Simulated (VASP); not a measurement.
Input:

```xyz
3
Lattice="1.8331 -3.1750 0.0000 1.8331 3.1750 0.0000 0.0000 0.0000 5.8630" Properties=species:S:1:pos:R:3 pbc="T T T"
Sn     0.0000     0.0000     0.0000
S      1.8331     1.0583     1.4818
S      1.8331    -1.0583     4.3812
```

All values below come from vdW-DF-cx, VASP's PBE PAW potentials (set 64) (plane waves; VASP). Run with 520 eV cut-off, 8×8×4 Γ-centred mesh, tetrahedra with Blöchl corrections, potentials Sn_d S.

The cores are frozen, which limits the accuracy of field gradients.

Question: Give the principal components of the electric field gradient (V/Å²) and the asymmetry η at each nucleus.

Answer: 
```tsv
atom	Vxx	Vyy	Vzz	η
Sn1	-5.6	-5.6	11.2	0.00
S2	21.2	21.2	-42.3	0.00
S3	21.2	21.2	-42.3	0.00
```

The compound is SnS2 in the 1T layered structure. It was relaxed first.
